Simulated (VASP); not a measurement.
Here is the system:

```
CELL_PARAMETERS angstrom
      2.25995    -3.88005     0.00000
      2.25995     3.88005     0.00000
      0.00000     0.00000     4.63350
ATOMIC_POSITIONS crystal
  Ga 0.15569 0.84431 0.91774
  Ga 0.34431 0.65569 0.41774
  Ga 0.65569 0.34431 0.58226
  Ga 0.84431 0.15569 0.08226
```

Level of theory: PW91 GGA, VASP's PBE PAW potentials (set 64) (plane waves; VASP). Settings: 520 eV cut-off, Gaussian smearing of 0.050 eV, potentials Ga_d.

### Question
Predict the band gap (along the path) with the smallest direct gap where there is one.

### Answer

* **band gap (along the path)**: none (metal, semimetal or under 0.01 eV)

Total energies compare only between runs with the same potentials, cut-off and functional.

The compound is Ga in the alpha structure. It was relaxed first.
